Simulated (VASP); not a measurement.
Here is a VASP 6.6.1 calculation.

Contents of INCAR:

```
PREC = Accurate
ENCUT = 600
EDIFF = 1E-6
ISMEAR = 1
SIGMA = 0.1
LREAL = F
LASPH = T
NELM = 80
ALGO = Normal
ISIF = 3
LWAVE = F
LCHARG = F
GGA = PE
IBRION = 2
NSW = 90
EDIFFG = -0.01
```

The input KPOINTS:

```
Automatic mesh
0
Gamma
  18 18 18
```

File POSCAR:

```
Ag
1.0
    0.0000000000      2.0427500000      2.0427500000
    2.0427500000      0.0000000000      2.0427500000
    2.0427500000      2.0427500000      0.0000000000
Ag
1
Direct
    0.0000000000      0.0000000000      0.0000000000
```

Potentials or basis: VASP PAW PBE potentials, release 64 (Ag).

Command:

```sh
$ cat potpaw_PBE.64/Ag/POTCAR > POTCAR
$ mpirun -np 1 vasp_std > vasp.out
```

What does it give for the band gap on the k mesh?

None (metal or under the smearing width).

Estimate the space group after relaxing (to 0.05 Å).

Fm-3m (No. 225).

Estimate the relaxed volume.

17.80 Å³/atom.

The path:
```csv
step,energy change (eV),largest force (eV/Å),pressure (GPa),volume (Å³)
1,0.0000,0.0000,4.53,17.05
2,-0.0068,0.0000,-2.19,18.27
3,-0.0101,0.0000,0.01,17.80
```

PBE usually gives volumes a little too large and moduli too small. Zero-point motion and thermal expansion aren't in these numbers.
